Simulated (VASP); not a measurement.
Input:

```yaml
crystal:
  lattice:
    - [4.53640, 0.00000, 0.00000]
    - [0.00000, 4.53640, 0.00000]
    - [0.00000, 0.00000, 4.53640]
  atoms:
    - { symbol: Cs, position: [0.00000, 0.00000, 0.00000] }
    - { symbol: Br, position: [0.50000, 0.50000, 0.50000] }
```

All values below come from revPBE GGA, VASP's PBE PAW potentials (set 64) (plane waves; VASP). Settings: 520 eV cut-off, Gaussian smearing of 0.050 eV, potentials Cs_sv Br.

Unless said otherwise, spin-orbit coupling is left out, though it shifts the bands of the heavy elements here.

Task: Give the energies of bands 3 to 11 at the high-symmetry points, in eV from the valence-band maximum.

Result: 
| band | Γ | X | M | R |
|---|---|---|---|---|
| 3 | -6.80 | -7.06 | -7.14 | -7.05 |
| 4 | -6.80 | -6.75 | -7.14 | -7.05 |
| 5 | -6.80 | -6.75 | -6.71 | -7.05 |
| 6 | -0.04 | -0.98 | -0.52 | -0.82 |
| 7 | -0.04 | -0.14 | -0.52 | -0.82 |
| 8 | -0.04 | -0.14 | 0.00 | -0.82 |
| 9 | 4.17 | 5.97 | 5.30 | 7.65 |
| 10 | 5.17 | 6.67 | 5.49 | 7.65 |
| 11 | 5.17 | 7.07 | 7.09 | 7.65 |

The gap is indirect, 4.17 eV, from the valence maximum at M to the conduction minimum at Γ.

Measured: gap 7.30 eV (computed value off by -3.13 eV), as given by Aguado et al., (1998), arXiv:cond-mat/9809176.

The compound is CsBr in the CsCl type structure. It was relaxed first, which changed the volume by +18 %.
